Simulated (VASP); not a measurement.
```
ZnP2Si
1.0
   -2.71140     2.71140     5.25661
    2.71140    -2.71140     5.25661
    2.71140     2.71140    -5.25661
Zn Si P
2 2 4
Cartesian
  2.71140  -2.71140   5.25661
  0.00000   2.71140   2.62831
  0.00000   0.00000   5.25661
  2.71140   0.00000   2.62831
  1.25764   1.35570   6.57077
  1.35570  -1.25764   3.94246
  1.45377   1.35570   1.31415
  1.35570   3.96904  -1.31415
```

All values below come from PBE GGA, VASP's PBE PAW potentials (set 64) (plane waves; VASP). Run with 400 eV cut-off, Gaussian smearing of 0.050 eV, potentials Zn Si P.

### Question
Give the energies of bands 17 to 30 at the high-symmetry points, in eV from the valence-band maximum.

### Answer

```tsv
band	Γ	X	P	N	M	S	R
17	-4.64	-4.94	-5.47	-4.44	-3.79	-4.38	-4.91
18	-4.27	-4.94	-5.47	-4.33	-3.79	-4.24	-4.91
19	-4.27	-3.66	-2.88	-4.07	-3.58	-3.91	-3.61
20	-3.96	-3.66	-2.88	-3.79	-3.58	-3.27	-3.61
21	-3.44	-1.81	-2.14	-2.92	-2.14	-3.26	-2.19
22	-2.28	-1.81	-2.14	-2.69	-2.14	-2.84	-2.19
23	-2.28	-1.03	-1.04	-2.13	-1.86	-2.16	-1.14
24	-0.14	-1.03	-1.04	-1.71	-1.86	-1.97	-1.14
25	-0.14	-0.54	-0.89	-1.40	-1.08	-0.99	-0.88
26	0.00	-0.54	-0.89	-0.76	-1.08	-0.56	-0.88
27	1.34	1.92	2.63	2.73	1.57	1.68	2.25
28	1.89	1.92	2.63	2.87	1.57	2.83	2.25
29	2.44	3.11	2.90	2.94	1.74	2.96	3.49
30	3.30	3.11	2.90	4.19	1.74	3.09	3.49
```

The gap is direct, 1.34 eV, from the valence maximum at Γ to the conduction minimum at Γ.

The compound is ZnSiP2 in the chalcopyrite structure. It was relaxed first.
